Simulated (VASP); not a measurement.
```xyz
3
Lattice="1.8222 -3.1561 0.0000 1.8222 3.1561 0.0000 0.0000 0.0000 5.9109" Properties=species:S:1:pos:R:3 pbc="T T T"
Mg     0.0000     0.0000     0.0000
I      1.8222     1.0520     1.6424
I      1.8222    -1.0520     4.2685
```

The numbers are results of LDA (Ceperley-Alder, Perdew-Zunger), VASP's LDA PAW potentials (set 64) (plane waves; VASP), not measurements. Numerical set-up: 500 eV cut-off, 7×7×4 Γ-centred mesh, Gaussian smearing of 0.050 eV, potentials Mg I.

Energy and stress use the plane-wave basis of the starting cell.

The ions, cell shape and volume at an external pressure of 30.0 GPa are relaxed. Which structure does the run end with?

```xyz
3
Lattice="1.7661 -3.0590 0.0000 1.7661 3.0590 0.0000 0.0000 0.0000 5.8135" Properties=species:S:1:pos:R:3 pbc="T T T"
Mg     1.7661    -3.0590     0.0000
I      1.7661     1.0197     1.6350
I      1.7661    -1.0197     4.1784
```
Space group P-3m1 (164), at a tolerance of 0.03 Å.

How do energy and volume change from the first to the last step?

The energy (σ→0) changes by +265.7 meV/atom and the volume by -7.6 %, in 10 ionic steps.

The compound is MgI2 in the 1T layered structure. This run relaxes it under an external pressure of 30 GPa. Symmetry was kept, so distortions that lower it aren't found.
